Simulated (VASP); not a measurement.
BeCd2S3, 12 atoms in the cell. Symmetry: Cc, No. 9, monoclinic system. Conventional cell: a = 6.791 Å, b = 11.948 Å, c = 6.687 Å, α = 90.00°, β = 107.91°, γ = 90.00°. Be (site symmetry 1) has 4 S at 2.12 to 2.20 Å as nearest neighbours. Cd (site symmetry 1) is surrounded by 4 S at 2.55 to 2.58 Å. Cd (site symmetry 1) has 4 S at 2.55 to 2.58 Å as nearest neighbours. S (site symmetry 1) has 1 Be at 2.12 Å as nearest neighbours. Around S (site symmetry 1) lie 2 Be at 2.16 to 2.20 Å. S (site symmetry 1) is surrounded by 1 Be at 2.12 Å. The cell was built by a generator and needn't be a form met in nature.

- Program: VASP 6.6.1
- Task: relaxation of cell and atoms
- Functional: PBE
- Potentials or basis: VASP PAW PBE potentials, release 64 (Be, Cd, S)
- Cutoff: 520 eV
- k mesh: 4 × 4 × 4
- Occupations: gaussian, width 0.03 eV
- Spin: no spin polarisation
- Further INCAR settings: ALGO = Normal; EDIFF = 1e-06; IBRION = 2; EDIFFG = -0.01; NSW = 90; ISIF = 3

Potentials or basis: VASP PAW PBE potentials, release 64 (Be, Cd, S).

Run with:

```console
$ cat potpaw_PBE.64/Be/POTCAR potpaw_PBE.64/Cd/POTCAR potpaw_PBE.64/S/POTCAR > POTCAR
$ mpirun -np 4 vasp_std > vasp.out
```

Hardware: 4 MPI ranks on Intel(R) Xeon(R) Platinum 8259CL CPU @ 2.50GHz (Skylake/Cascade Lake), on a shared host.

Problem. Estimate the wall time of this run.

Solution. Wall time 14 min on 4 MPI ranks on Intel(R) Xeon(R) Platinum 8259CL CPU @ 2.50GHz (Skylake/Cascade Lake), with other jobs on the host, peak memory 0.56 GiB a rank. Counts: scf iterations 69, k points 24, ion steps 10.
